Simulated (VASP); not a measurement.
Level of theory: PBEsol GGA, VASP's PBE PAW potentials (set 64) (plane waves; VASP 6.6.1).

VASP ran on this input.

File KPOINTS:
```
Regular mesh
0
gamma
  8 8 8
```

### INCAR
```
EDIFFG  =  -0.02
LREAL  =  .FALSE.
GGA  =  PS   ! PBEsol
ISMEAR  =  0   ! Gaussian
PSTRESS  =  50   ! kbar
ISIF  =  3   ! ions, shape and volume
ALGO  =  Normal
LMAXMIX  =  4
NSW  =  40
ENCUT  =  500   ! plane-wave cut-off (eV)
LWAVE  =  .FALSE.
PREC  =  Accurate
NELM  =  100   ! most electronic steps
LCHARG  =  .FALSE.
LASPH  =  .TRUE.
SIGMA  =  0.05
IBRION  =  2   ! conjugate gradients
EDIFF  =  1E-6   ! SCF stop (eV)
SYSTEM  =  PbS
```

### POSCAR
```
PbS
1
    0.0000000000     2.8795834044     2.8795834044
    2.8795834044     0.0000000000     2.8795834044
    2.8795834044     2.8795834044     0.0000000000
Pb S
1 1
Direct
  0.0000000000   0.0000000000   0.0000000000
  0.5000000000   0.5000000000   0.5000000000
```

POTCAR, in this order: Pb_d S (PBE.64 set). Program: vasp_std.

What VASP printed:

**OSZICAR**
```
       N       E                     dE             d eps       ncg     rms          rms(c)
DAV:   1     0.153198419968E+03    0.15320E+03   -0.96473E+03   812   0.149E+03
DAV:   2     0.214817429656E+01   -0.15105E+03   -0.14758E+03   890   0.356E+02
DAV:   3    -0.945979401273E+01   -0.11608E+02   -0.11439E+02  1034   0.102E+02
DAV:   4    -0.973760292035E+01   -0.27781E+00   -0.27751E+00   904   0.181E+01
DAV:   5    -0.974964185841E+01   -0.12039E-01   -0.12039E-01  1202   0.372E+00    0.527E+00
DAV:   6    -0.940723123043E+01    0.34241E+00   -0.10084E+00  1244   0.918E+00    0.368E+00
DAV:   7    -0.940298863310E+01    0.42426E-02   -0.11078E-01   942   0.208E+00    0.182E+00
DAV:   8    -0.940259678443E+01    0.39185E-03   -0.93700E-03   944   0.126E+00    0.101E-01
DAV:   9    -0.940248430366E+01    0.11248E-03   -0.12407E-03  1288   0.363E-01    0.866E-02
DAV:  10    -0.940253463098E+01   -0.50327E-04   -0.14264E-04   890   0.104E-01    0.313E-02
DAV:  11    -0.940253212756E+01    0.25034E-05   -0.35311E-05  1216   0.781E-02    0.122E-02
DAV:  12    -0.940253237988E+01   -0.25232E-06   -0.21715E-06   884   0.153E-02
   1 F= -.79122162E+01 E0= -.79121567E+01  d E =-.791222E+01
```

File OUTCAR:
```
------------------------ aborting loop because EDIFF is reached ----------------------------------------
  FORCE on cell =-STRESS in cart. coord.  units (eV):
  Direction    XX          YY          ZZ          XY          YZ          ZX
  --------------------------------------------------------------------------------------
  Total        1.4684137      1.4684137      1.4684137      0.0000000      0.0000000     -0.0000000
  in kB       49.2651763     49.2651763     49.2651763      0.0000000      0.0000000     -0.0000000
  external PRESSURE =      -0.7348237 kB  Pullay stress =      50.0000000 kB
  volume of cell :       47.76
      direct lattice vectors                 reciprocal lattice vectors
     0.000000000  2.879583404  2.879583404    -0.173636228  0.173636228  0.173636228
     2.879583404  0.000000000  2.879583404     0.173636228 -0.173636228  0.173636228
     2.879583404  2.879583404  0.000000000     0.173636228  0.173636228 -0.173636228
  FREE ENERGIE OF THE ION-ELECTRON SYSTEM (eV)
  ---------------------------------------------------
  free  energy   TOTEN  =        -9.4025323799 eV

  energy  without entropy=       -9.4024132027  energy(sigma->0) =       -9.40247279
  enthalpy is  TOTEN    =        -7.9122162444 eV   P V=        1.4903161355

 reached required accuracy - stopping structural energy minimisation
```
(Selected blocks of OUTCAR.)

**OUTCAR**
```
 val. band max:        6.9125687837   @ k =   0.5000   0.0000   0.0000

 cond. band min:       7.0269330696   @ k =   0.5000   0.0000   0.0000


 Fermi energy:         6.9697509276

 k-point     1 :       0.0000    0.0000    0.0000
  band No.  band energies     occupation
      1     -10.0182      2.00000
      2     -10.0182      2.00000
      3     -10.0182      2.00000
      4     -10.0085      2.00000
      5     -10.0085      2.00000
      6      -7.5544      2.00000
      7       1.0156      2.00000
      8       4.2686      2.00000
      9       4.2686      2.00000
     10       4.2686      2.00000
     11      12.3252      0.00000
     12      12.3252      0.00000
     13      12.3252      0.00000
     14      13.3115      0.00000

 k-point     2 :       0.1250    0.0000    0.0000
  band No.  band energies     occupation
      1     -10.0183      2.00000
      2     -10.0183      2.00000
      3     -10.0176      2.00000
      4     -10.0056      2.00000
      5     -10.0056      2.00000
      6      -7.3999      2.00000
      7       0.3859      2.00000
      8       4.3194      2.00000
      9       4.3194      2.00000
     10       4.7603      2.00000
     11      10.8663      0.00000
     12      11.3628      0.00000
     13      11.3628      0.00000
     14      13.3253      0.00000

 k-point     3 :       0.2500    0.0000    0.0000
  band No.  band energies     occupation
      1     -10.0338      2.00000
      2     -10.0338      2.00000
      3     -10.0171      2.00000
      4      -9.9835      2.00000
      5      -9.9835      2.00000
      6      -6.9651      2.00000
      7      -0.8491      2.00000
      8       4.4634      2.00000
      9       4.4634      2.00000
     10       5.5966      2.00000
     11       9.1275      0.00000
     12       9.9883      0.00000
     13       9.9883      0.00000
     14      13.5160      0.00000

 k-point     4 :       0.3750    0.0000    0.0000
  band No.  band energies     occupation
...
```

Unless said otherwise, spin-orbit coupling is left out, though it shifts the bands of the heavy elements here.

The structure was generated: PbS was put into the rock salt type (Fm-3m), which need not be its known phase. It was relaxed first under an external pressure of 5 GPa.
